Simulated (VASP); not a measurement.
Here is the system:

```yaml
crystal:
  lattice:
    - [0.00000, 2.57239, 2.57239]
    - [2.57239, 0.00000, 2.57239]
    - [2.57239, 2.57239, 0.00000]
  atoms:
    - { symbol: Be, position: [0.00000, 0.00000, 0.00000] }
    - { symbol: Se, position: [0.25000, 0.25000, 0.25000] }
```

Computed with AM05 GGA, VASP's PBE PAW potentials (set 64) (plane waves; VASP 6.6.1). Numerical set-up: 520 eV cut-off, Gaussian smearing of 0.050 eV, potentials Be Se.

Q: Give the energies of bands 2 to 7 at the high-symmetry points, in eV from the valence-band maximum.

A: 
| band | Γ | X | U | L | W |
|---|---|---|---|---|---|
| 2 | 0.00 | -5.09 | -4.66 | -5.73 | -4.41 |
| 3 | 0.00 | -2.67 | -4.05 | -1.08 | -3.83 |
| 4 | 0.00 | -2.67 | -2.23 | -1.08 | -3.32 |
| 5 | 4.31 | 2.55 | 3.69 | 4.30 | 6.08 |
| 6 | 4.98 | 4.18 | 6.79 | 5.92 | 7.07 |
| 7 | 4.98 | 11.68 | 9.66 | 5.92 | 7.34 |

The gap is indirect, 2.55 eV, from the valence maximum at Γ to the conduction minimum at X.

Measured: gap 4.00 eV (computed value off by -1.45 eV), as given by Das et al., (2018), arXiv:1807.05623.

The compound is BeSe in the zinc blende structure. It was relaxed first.
